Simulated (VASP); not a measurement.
Output of a VASP run:

**OSZICAR**
```
       N       E                     dE             d eps       ncg     rms          rms(c)
DAV:   1     0.118920568825E+03    0.11892E+03   -0.85768E+03  1232   0.148E+03
DAV:   2     0.497819727542E+01   -0.11394E+03   -0.11087E+03  1262   0.326E+02
DAV:   3    -0.312915992264E+01   -0.81074E+01   -0.80579E+01  1607   0.907E+01
DAV:   4    -0.334451845213E+01   -0.21536E+00   -0.21520E+00  1402   0.170E+01
DAV:   5    -0.335306418057E+01   -0.85457E-02   -0.85454E-02  1809   0.285E+00    0.408E+00
DAV:   6    -0.309762109898E+01    0.25544E+00   -0.46802E-01  1827   0.128E+01    0.227E+00
DAV:   7    -0.307441701590E+01    0.23204E-01   -0.13704E-01  1690   0.356E+00    0.683E-01
DAV:   8    -0.307457921498E+01   -0.16220E-03   -0.12437E-02  1518   0.162E+00    0.197E-01
DAV:   9    -0.307500021162E+01   -0.42100E-03   -0.11219E-03  1388   0.444E-01    0.118E-01
DAV:  10    -0.307507895958E+01   -0.78748E-04   -0.14994E-04  1869   0.172E-01    0.760E-02
DAV:  11    -0.307510411044E+01   -0.25151E-04   -0.10990E-04  1252   0.138E-01    0.721E-02
DAV:  12    -0.307510617460E+01   -0.20642E-05   -0.14769E-05  1272   0.348E-02    0.116E-02
DAV:  13    -0.307510630471E+01   -0.13011E-06   -0.18414E-06  1512   0.899E-03    0.778E-03
DAV:  14    -0.307510642224E+01   -0.11754E-06   -0.87104E-08   993   0.326E-03    0.310E-03
DAV:  15    -0.307510653964E+01   -0.11740E-06   -0.19964E-08   716   0.171E-03    0.582E-04
DAV:  16    -0.307510656329E+01   -0.23645E-07   -0.46696E-09   656   0.104E-03
   1 F= -.30751066E+01 E0= -.30751931E+01  d E =0.259719E-03
```

File OUTCAR:
```
------------------------ aborting loop because EDIFF is reached ----------------------------------------
  FORCE on cell =-STRESS in cart. coord.  units (eV):
  Direction    XX          YY          ZZ          XY          YZ          ZX
  --------------------------------------------------------------------------------------
  Total        0.5880271      0.5880271      0.5880271      0.0000000     -0.0000000      0.0000000
  in kB       16.7559172     16.7559172     16.7559172      0.0000000     -0.0000000      0.0000000
  external PRESSURE =      16.7559172 kB  Pullay stress =       0.0000000 kB
  volume of cell :       56.23
      direct lattice vectors                 reciprocal lattice vectors
     0.000000000  3.040674415  3.040674415    -0.164437204  0.164437204  0.164437204
     3.040674415  0.000000000  3.040674415     0.164437204 -0.164437204  0.164437204
     3.040674415  3.040674415  0.000000000     0.164437204  0.164437204 -0.164437204
  FREE ENERGIE OF THE ION-ELECTRON SYSTEM (eV)
  ---------------------------------------------------
  free  energy   TOTEN  =        -3.0751065633 eV

  energy  without entropy=       -3.0753662825  energy(sigma->0) =       -3.07519314
```
(Selected blocks of OUTCAR.)

File POSCAR:
```
InAs
1
    0.0000000000     3.0406744145     3.0406744145
    3.0406744145     0.0000000000     3.0406744145
    3.0406744145     3.0406744145     0.0000000000
In As
1 1
Direct
  0.0000000000   0.0000000000   0.0000000000
  0.2500000000   0.2500000000   0.2500000000
```

Problem. Reconstruct the remaining input files.

Solution. Several could match; the one computed here: the input of the run itself, optB86b-vdW, plane waves, VASP's PBE PAW potentials (set 64).

### KPOINTS
```
Automatic mesh
0
Gamma
10 10 10
0 0 0
```

### INCAR
```
! general
SYSTEM   = InAs
PREC     = Accurate
ENCUT    = 520   ! plane-wave cut-off (eV)
LREAL    = F   ! projection in real space or not
LASPH    = T

! electronic loop
EDIFF    = 1E-7   ! SCF stop (eV)
NELM     = 100   ! most electronic steps
ALGO     = Normal   ! blocked Davidson
LMAXMIX  = 4   ! l cut-off of mixed one-centre charges

! smearing
ISMEAR   = 1   ! Methfessel-Paxton
SIGMA    = 0.1   ! width (eV)

! functional
GGA      = MK
LUSE_VDW = T
AGGAC    = 0.0
PARAM1   = 0.1234
PARAM2   = 1.0

! ions
ISIF     = 2   ! forces and stress, cell fixed

! output
LWAVE    = F
LCHARG   = F
```

POTCAR, in this order: In_d As (PBE.64 set). Program: vasp_std.

The compound is InAs in the zinc blende structure. This cell is one point of a volume scan, at 0.97 of the reference volume.
